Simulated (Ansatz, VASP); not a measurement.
# SiC in two plane-wave programs, part 3 of 3

Wanted: the spread between two codes on one cell, functional and k mesh. The cell is taken from a series of runs on this material, whose earlier steps may have relaxed, scaled, displaced or heated it; both programs get it as it stands.

VASP 6.6.1 and Ansatz 0.2.0.

So far: Set-up; VASP: zone-centre phonons, LDA.

## (3) Ansatz: zone-centre phonons, LDA

Level of this step: Ansatz beside VASP: Kohn-Sham DFT, plane waves, LDA (Ansatz).

Ansatz runs on its PAW soft_1 files.

The same cell, functional (in two slightly different forms) and mesh now go to Ansatz, which takes its cutoff from its data sets.

Contents of input.yaml:

```yaml
crystal:
  lattice:
    - [3.0532195574, 0.0, 0.0]
    - [-1.5266097787, 2.6441657, 0.0]
    - [0.0, 0.0, 10.212432906]
  atoms:
    - { symbol: C, position: [0.6666666667, 0.3333333333, 0.7503317102] }
    - { symbol: C, position: [0.3333333333, 0.6666666667, 0.2503317102] }
    - { symbol: C, position: [-1.0e-09, 1.0e-09, 0.5009105916] }
    - { symbol: C, position: [1.0e-09, -1.0e-09, 0.0009105916] }
    - { symbol: Si, position: [0.666666668, 0.333333332, 0.9373984841] }
    - { symbol: Si, position: [0.333333332, 0.666666668, 0.4373984841] }
    - { symbol: Si, position: [-4.0e-10, 4.0e-10, 0.687358214] }
    - { symbol: Si, position: [4.0e-10, -4.0e-10, 0.187358214] }
kpoints:
  mp_grid: { grid: [9, 9, 4] }
hamiltonian:
  xc: lda
  pseudopotentials: { kind: paw, azcp: { folder: soft_1 }, xc_functional: pbe }
scf:
  occupations: { method: fixed }
output:
  eigenvalues: true
phonons:
  method: dfpt
  dielectric: true
  rigid_motions: translations
```

Run with:

```
> ansatz run input.yaml --threads 8 --pin off --max-ram 16384MiB --backend cpu --events-out ev --progress --plain --runs-dir out
```

Numbers of over 12 decimals in the logs are rounded to 6 here.

Log:

```text
Engine: ansatz 0.2.0, aarch64-unknown-linux-gnu
Pseudopotentials: kind: paw
Pseudopotential: C, paw, valence charge 4, recommended cutoff 420 eV (normal), soft_1/C.paw.azcp
Pseudopotential: Si, paw, valence charge 4, recommended cutoff 420 eV (normal), soft_1/Si.paw.azcp
Functional definition: SPW92
  exchange = slater_x
  correlation = pw_c
Crystal: 8 atoms, lattice volume = 82.447 Å³
Basis set: ecut = 420 eV, 1583 PW (Γ), exchange–correlation on 48×48×144 points (8 copies of the dense FFT grid, shifted against one another)
Bands: 24, of which v1, the nominal top of the filled ones, is band 16 counted from 1 (15 counted from 0)
Symmetry: 12 space group operations
k-points: 95 of 324 (irreducible under 2 space group operations, time reversal used)
Non-local potential: C, projectors of the file, l = 0: 2, l = 1: 2, l = 2: 1
Non-local potential: Si, projectors of the file, l = 0: 2, l = 1: 2, l = 2: 1
PAW form: soft (Blöchl's): semilocal exchange-correlation on the pseudo side does not see the compensation charge
PAW frozen core: C, regenerated for the run's functional, and the local potential with it (the file was generated under x = pbe(κ = 0.804, μ = 0.219515), c = pbe(β = 0.066725))
PAW frozen core: Si, regenerated for the run's functional, and the local potential with it (the file was generated under x = pbe(κ = 0.804, μ = 0.219515), c = pbe(β = 0.066725))
PAW one-centre angular grid: C, 110 points (default); XC on 64 Gauss nodes
PAW one-centre angular grid: Si, 110 points (default); XC on 64 Gauss nodes
Initial density: superposition of atomic densities (chi_scale 0.1, normalization cell, long waves kept (reshape's long-wave potential 0.00 eV rms))
Initial wavefunctions: pseudopotential atomic-orbital guess
Functional: x = slater, c = lda
SCF iter   1: F=—  HF=-3414.972986 eV  |F-HF|=—  |Δ(HF+E_count)|=         —  Δρ=1.38e-1  dr2=1.92e1  ethr=3.10e-3  ⟨swp⟩=5.0  Hψ=10623  notcnv=0  defer=495
preconditioner: auto → none  [insulator: Δε(μ)=4.054 eV  Ē_g=12.755 eV  n_scr=6 (ndim 8)  ℏωp=23.1 eV  f_vac=0.000  ε∞_Penn≈4.3]
SCF iter   2: F=—  HF=-3409.215400 eV  |F-HF|=—  |Δ(HF+E_count)|=    5.76e0  Δρ=5.05e-2  dr2=1.38e0  ethr=3.10e-3  ⟨swp⟩=4.0  Hψ=6331  notcnv=0  defer=553
SCF iter   3: F=—  HF=-3408.808693 eV  |F-HF|=—  |Δ(HF+E_count)|=   4.07e-1  Δρ=1.87e-2  dr2=1.50e-1  ethr=3.10e-3  ⟨swp⟩=2.4  Hψ=4272  notcnv=0  defer=546
SCF iter   4: F=—  HF=-3408.775289 eV  |F-HF|=—  |Δ(HF+E_count)|=   3.34e-2  Δρ=1.47e-3  dr2=1.03e-3  ethr=4.69e-4  ⟨swp⟩=2.4  Hψ=2786  notcnv=0  defer=568
SCF iter   5: F=—  HF=-3408.775590 eV  |F-HF|=—  |Δ(HF+E_count)|=   3.01e-4  Δρ=3.04e-4  dr2=1.73e-4  ethr=3.21e-6  ⟨swp⟩=2.2  Hψ=3680  notcnv=0  defer=570
SCF iter   6: F=—  HF=-3408.775549 eV  |F-HF|=—  |Δ(HF+E_count)|=   4.17e-5  Δρ=1.29e-4  dr2=1.25e-5  ethr=5.41e-7  ⟨swp⟩=2.0  Hψ=3048  notcnv=0  defer=547
SCF iter   7: F=—  HF=-3408.775549 eV  |F-HF|=—  |Δ(HF+E_count)|=   8.66e-7  Δρ=3.85e-5  dr2=1.58e-6  ethr=3.90e-8  ⟨swp⟩=2.1  Hψ=3027  notcnv=0  defer=319
SCF iter   8: F=—  HF=-3408.775549 eV  |F-HF|=—  |Δ(HF+E_count)|=   4.57e-7  Δρ=9.90e-6  dr2=8.32e-8  ethr=4.95e-9  ⟨swp⟩=2.2  Hψ=3403  notcnv=0  defer=280
SCF iter   9: F=—  HF=-3408.775549 eV  |F-HF|=—  |Δ(HF+E_count)|=   1.64e-8  Δρ=2.06e-6  dr2=2.21e-9  ethr=2.60e-10  ⟨swp⟩=2.5  Hψ=3320  notcnv=0  defer=280
SCF iter  10: F=-3408.775549 eV  HF=-3408.775549 eV  |F-HF|=9.09e-13  |Δ(HF+E_count)|=  1.65e-10  Δρ=3.68e-7  dr2=4.01e-11  ethr=1.00e-12  ⟨swp⟩=15.0  Hψ=19717  notcnv=0
SCF 1 converged in 10 iterations: F = -3408.775549 eV  dr2 = 4.01e-11
  greatest PAW one-centre occupation: 0.640 electrons in one spin orbital (limit 2), on the C atom at site 1 (counted from 0), in its partial waves of l = 0
NSCF: frozen V_eff on 4 k-points
DFPT response loops at Γ: preconditioner auto → Resta (q_TF=auto, 2.330 Å⁻¹)  ε∞=5.3 (no band partly filled); β = 1.00, the filter's whole step (`scf.mixing.beta` (0.50) is not read by the response loops at its default; to damp them type it under 1.00, their step now; it binds the ground state too); Broyden in place of MSR1
── the response to a field inside a basis, on 10×10×4 k-points: an SCF that follows is theirs, and a resumed run solves both again ──
Bands: 17, of which v1, the nominal top of the filled ones, is band 16 counted from 1 (15 counted from 0)
k-points: 60 of 400 (irreducible under 4 space group operations, time reversal used)
Initial density: handed on by an earlier stage of this run
Initial wavefunctions: pseudopotential atomic-orbital guess (no wavefunctions were taken with the density)
Eigensolver: Dense (60 Hₖ)
SCF iter   1: F=—  HF=-3408.765743 eV  |F-HF|=—  |Δ(HF+E_count)|=         —  Δρ=1.30e-4  dr2=3.29e-6  ethr=1.00e-1
preconditioner: auto → none  [insulator: Δε(μ)=2.230 eV  Ē_g=9.717 eV  n_scr=6 (ndim 8)  ℏωp=23.1 eV  f_vac=0.000  ε∞_Penn≈6.7]
SCF iter   2: F=—  HF=-3408.765744 eV  |F-HF|=—  |Δ(HF+E_count)|=   4.73e-7  Δρ=6.29e-5  dr2=7.27e-7  ethr=1.03e-8
SCF iter   3: F=-3408.765744 eV  HF=-3408.765744 eV  |F-HF|=4.30e-8  |Δ(HF+E_count)|=   2.39e-7  Δρ=4.14e-6  dr2=4.91e-8  ethr=2.27e-9
SCF 1 converged in 3 iterations: F = -3408.765744 eV  dr2 = 4.91e-8
  greatest PAW one-centre occupation: 0.641 electrons in one spin orbital (limit 2), on the C atom at site 1 (counted from 0), in its partial waves of l = 0
DFPT response loops at Γ: preconditioner auto → Resta (q_TF=auto, 2.330 Å⁻¹)  ε∞=5.2 (no band partly filled); β = 1.00, the filter's whole step (`scf.mixing.beta` (0.50) is not read by the response loops at its default; to damp them type it under 1.00, their step now; it binds the ground state too); Broyden in place of MSR1
SCF converged after 10 iterations
Free energy (F): -3408.775549 eV
Harris-Foulkes:  -3408.775549 eV  (|F-HF|=9.09e-13)
Internal energy: -3408.775549 eV  (E = F + TS)
E sigma→0 (E₀):  -3408.775549 eV
Fermi energy:    9.425253 eV
--- Per-component energies (eV) ---
  E_band       = 109.344298
  E_kinetic    = 533.811672
  E_local      = -388.863535  (includes V_loc(G=0)·N_el)
  E_nonlocal   = 188.844156
  E_hartree    = 126.687108
  E_xc         = -419.702993
  E_vxc        = -435.061241  (∫ρ·V_xc dr)
  E_paw        = -2310.285409  (= ΣΔE_a)
  E_vpaw       = -42.761131  (= ΣTr[D̂ρ^β])
  E_aug_tail   = 0.000190  (compensation charges beyond the density's cutoff)
  E_ewald      = -1139.855392
  E_core_change = 0.588653  (= ΣΔE_core)
  E_smearing   = -0.000000  (= −TS)
  E_closure    = 0.000000  (closes the sum)
  Σ components = -3408.775549   (vs F -3408.775549, Δ=0.00e0)
--- Band table (eV; the first three rows and the last of 95) ---
  k-point 0: bands = [... 12 lower, 8.8798, 9.1656, 9.4253, 9.4253, 14.7506, 15.2890, 15.3769, 15.8691, ... 4 higher]
  k-point 1: bands = [... 12 lower, 9.0410, 9.0410, 9.3738, 9.3738, 14.8038, 15.1522, 15.7220, 16.0432, ... 4 higher]
  k-point 2: bands = [... 12 lower, 9.2338, 9.2338, 9.2338, 9.2338, 14.9478, 14.9478, 16.3107, 16.3107, ... 4 higher]
  k-point 94: bands = [... 12 lower, 6.1224, 6.1224, 7.8807, 7.8807, 13.5288, 13.5288, 14.6329, 14.6329, ... 4 higher]
--- Phonons (Γ-DFPT): 8 representative perturbations + reference, on 95 of 324 k-points (Σ response iterations 25) ---
  k mesh reduced under 2 symmetry operations, with k and −k counted as one. Each operation leaves every solved perturbation unchanged. A smaller set is not considered because the run solves the response to a homogeneous field
  ASR residual: 1.584e-4 → 0.000e0 eV/Å²; symmetrization residual: 2.957e-6 eV/Å²
  ASR residual per site (eV/Å²): 1.58e-4 1.58e-4 2.09e-5 2.09e-5 5.65e-5 5.65e-5 1.37e-4 1.37e-4
  Γ frequencies (cm⁻¹): 0.00 0.00 0.00 191.30 191.30 197.78 197.78 259.15 259.15 384.70 391.46 588.13 754.24 761.95 761.95 772.61 772.61 779.54 779.54 793.21 793.21 810.47 884.21 892.94
  ε∞ (high-frequency dielectric tensor):
        6.959626     0.000000    -0.000000
       -0.000000     6.959626     0.000000
       -0.000000     0.000000     7.421794
  ε⁰ (static dielectric tensor: ions relaxed, cell fixed):
       10.228410    -0.000000     0.000000
       -0.000000    10.228410    -0.000000
        0.000000    -0.000000    11.313636
  ε⁰ − ε∞ (ionic part):
        3.268784    -0.000000     0.000000
       -0.000000     3.268784    -0.000000
        0.000000    -0.000000     3.891843
  softest optical mode at Γ: 191.30 cm⁻¹; the repairs (sum rule, projections) moved no ω² at Γ by more than (2.28 cm⁻¹)²
  Born effective charges Z* (e; rows j = field, columns β = displacement):
    site 0:
        -2.71117    0.00000   -0.00000
        -0.00000   -2.71117   -0.00000
         0.00000   -0.00000   -2.75833
    site 1:
        -2.71117   -0.00000    0.00000
        -0.00000   -2.71117   -0.00000
        -0.00000    0.00000   -2.75833
    site 2:
        -2.67260    0.00000    0.00000
        -0.00000   -2.67260    0.00000
         0.00000    0.00000   -2.82608
    site 3:
        -2.67260   -0.00000    0.00000
         0.00000   -2.67260   -0.00000
         0.00000    0.00000   -2.82608
    site 4:
         2.68710    0.00000   -0.00000
        -0.00000    2.68710    0.00000
        -0.00000    0.00000    2.67533
    site 5:
[...]
site 6:
[...]
site 7:
[...]
Z* charge neutrality: 9.941e-3 e pre-enforcement
  solved inside a basis spanned on kpoints, on 10×10×4 k-points, its susceptibility summed on 14×14×4: ε∞ is read to err by 2.8e-2, Z* by 1.6e-2 e (field_mesh: kpoints solves on kpoints); Z* is corrected for what the basis lacks
  optical modes at Γ without the LO–TO term, one row a degenerate level:
      ω (cm⁻¹)  modes    IR ((D/Å)²/amu)
[...]
optical modes at Γ + LO–TO along q̂ = [1.0000, 0.0000, 0.0000]:
      ω (cm⁻¹)  modes    IR ((D/Å)²/amu)
[...]
optical modes at Γ + LO–TO along q̂ = [0.0000, 1.0000, 0.0000]:
      ω (cm⁻¹)  modes    IR ((D/Å)²/amu)
[...]
optical modes at Γ + LO–TO along q̂ = [0.0000, 0.0000, 1.0000]:
      ω (cm⁻¹)  modes    IR ((D/Å)²/amu)
[...]
761.95      2             0.1049
        772.61      2             0.0000
        779.54      2             0.0000
        793.21      2           158.8673
        810.16      1             0.0597
        884.21      1             0.0000
        892.94      1             0.0000
        931.41      1            85.4970
```

The column dr2 measures how far the density is from self-consistency, as an energy; F and HF (Harris–Foulkes) agree once it is small.

## (4) Side by side

Known differences besides the potentials themselves: fixed occupations in Ansatz, narrow Gaussian smearing in VASP; VASP's response is taken on the typed mesh, Ansatz refines its own for the field response alone; the cutoff is 420 eV in Ansatz and 600 eV in VASP; VASP's log shows a relativistic correction to its local exchange, Ansatz's none. Total energies have different zeros and are not compared.

The two programs side by side:

| quantity | Ansatz | VASP | difference |
| --- | --- | --- | --- |
| ε∞ xx | 6.96 | 7.02 | -0.92 % |
| ε∞ yy | 6.96 | 7.02 | -0.92 % |
| ε∞ zz | 7.42 | 7.43 | -0.06 % |
| Born charge of C1 (mean of the diagonal) (e) | -2.73 | -2.71 | -0.01 |
| Born charge of Si5 (mean of the diagonal) (e) | 2.68 | 2.67 | +0.01 |
| optical mode 1 to 2 (cm⁻¹) | 191.3 | 191.5 | -0.08 % |
| optical mode 3 to 4 (cm⁻¹) | 197.8 | 198.0 | -0.10 % |
| optical mode 5 to 6 (cm⁻¹) | 259.1 | 259.6 | -0.16 % |
| optical mode 7 (cm⁻¹) | 384.7 | 385.3 | -0.14 % |
| optical mode 8 (cm⁻¹) | 391.5 | 392.3 | -0.23 % |
| optical mode 9 (cm⁻¹) | 588.1 | 587.3 | +0.14 % |
| optical mode 10 (cm⁻¹) | 754.2 | 754.1 | +0.02 % |
| optical mode 11 to 12 (cm⁻¹) | 762.0 | 761.8 | +0.02 % |
| optical mode 13 to 14 (cm⁻¹) | 772.6 | 772.2 | +0.06 % |
| optical mode 15 to 16 (cm⁻¹) | 779.5 | 779.1 | +0.06 % |
| optical mode 17 to 18 (cm⁻¹) | 793.2 | 792.9 | +0.03 % |
| optical mode 19 (cm⁻¹) | 810.5 | 810.9 | -0.05 % |
| optical mode 20 (cm⁻¹) | 884.2 | 884.3 | -0.01 % |
| optical mode 21 (cm⁻¹) | 892.9 | 892.7 | +0.02 % |

Modes are paired by rising frequency, not by their patterns, so a pair may set unlike modes beside each other; they are those without the splitting of longitudinal modes.

## (5) Outcome

| Property | Result |
| --- | --- |
| r.m.s. difference of the optical zone-centre modes, each program's sorted by frequency (zone-centre phonons, LDA) | 0.41 cm⁻¹ |
| difference in ε∞ xx (zone-centre phonons, LDA) | -0.9 % |

In words: The r.m.s. difference of the optical zone-centre modes, each program's sorted by frequency is 0.41 cm⁻¹ (zone-centre phonons, LDA). Among the rows given in per cent, the largest difference of the zone-centre phonons, LDA pair is in ε∞ xx, -0.9 %. How closely two codes agree says nothing of how well the functional describes the real material.

[Lines on the potential files, build, host, timing and source positions are cut from VASP's logs without a mark.]

[Logs are printed without paths, hosts, clocks, repeated set-up lines and the standing remarks that a program may print on its own settings, such as how far it seeks lower states.]

[Hosts, paths, dates, database ids (printed as entryN), source tags and the programs' standing remarks are cut or masked in the printed files.]
